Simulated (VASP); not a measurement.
Consider the following.

```yaml
crystal:
  lattice:
    - [0.00000, 3.26984, 3.26984]
    - [3.26984, 0.00000, 3.26984]
    - [3.26984, 3.26984, 0.00000]
  atoms:
    - { symbol: In, position: [0.00000, 0.00000, 0.00000] }
    - { symbol: Sb, position: [0.25000, 0.25000, 0.25000] }
```

Calculation: vdW-DF-cx, VASP's PBE PAW potentials (set 64) (plane waves; VASP 6.6.1). Run with 520 eV cut-off, 11×11×11 Γ-centred mesh, tetrahedra with Blöchl corrections, potentials In_d Sb.

Q: The job: InSb (zinc blende), 2 atoms, vdW-DF-cx, static run, 520 eV, 11×11×11 Γ-centred mesh. Roughly how much core time does it take on a busy server core?

A: About 70 core-seconds (one run on a shared machine, a rough figure). It had 56 irreducible k-points, 13 bands, up to 1900 plane waves and 14 electronic steps.

The compound is InSb in the zinc blende structure. It was relaxed first.
